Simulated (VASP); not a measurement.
All values below come from RPBE GGA, VASP's PBE PAW potentials (set 64) (plane waves; VASP).

Input for VASP

POSCAR:
```
MnO2
1
    4.4689440535     0.0000000000     0.0000000000
    0.0000000000     4.4689440535     0.0000000000
    0.0000000000     0.0000000000     2.9039777216
Mn O
2 4
Direct
  1.0000000000   1.0000000000   0.0000000000
  0.5000000000   0.5000000000   0.5000000000
  0.3050806662   0.3050806662   0.0000000000
  0.8050806662   0.1949193338   0.5000000000
  0.1949193338   0.8050806662   0.5000000000
  0.6949193338   0.6949193338   0.0000000000
```

**KPOINTS**
```
Automatic mesh
0
Gamma
6 6 10
0 0 0
```

**INCAR**
```
! general
SYSTEM =MnO2
PREC   =Accurate
ENCUT  =520
LREAL  =F
LASPH  =T   ! aspherical one-centre terms

! electronic loop
EDIFF  =1E-6
NELM   =100   ! most electronic steps
ALGO   =Normal   ! blocked Davidson
LMAXMIX=4

! smearing
ISMEAR =1   ! Methfessel-Paxton
SIGMA  =0.1   ! width (eV)

! functional
GGA    =RP   ! RPBE

! spin
ISPIN  =2   ! spin-polarised
MAGMOM =3.0 -3.0 4*0.0

! ions
IBRION =2   ! conjugate gradients
NSW    =60
ISIF   =3
EDIFFG =-0.02   ! ionic stop

! output
LWAVE  =F
LCHARG =F
LORBIT =10
```

POTCAR, in this order: Mn_pv O (PBE.64 set). Program: vasp_std.

**Question.** What will the output report for the number of irreducible k-points (NKPTS), largest plane-wave count, number of space-group operations, FFT grid (NGX, NGY, NGZ)?

**Answer.** 
```json
{
  "number of irreducible k-points (NKPTS)": "60",
  "largest_plane_wave_count": "1580",
  "number_of_space_group_operations": "16",
  "FFT grid (NGX, NGY, NGZ)": "36 × 36 × 24"
}
```

The compound is MnO2 in the rutile structure. This run relaxes it. Symmetry was kept, so distortions that lower it aren't found. The start is the result of an earlier pass.
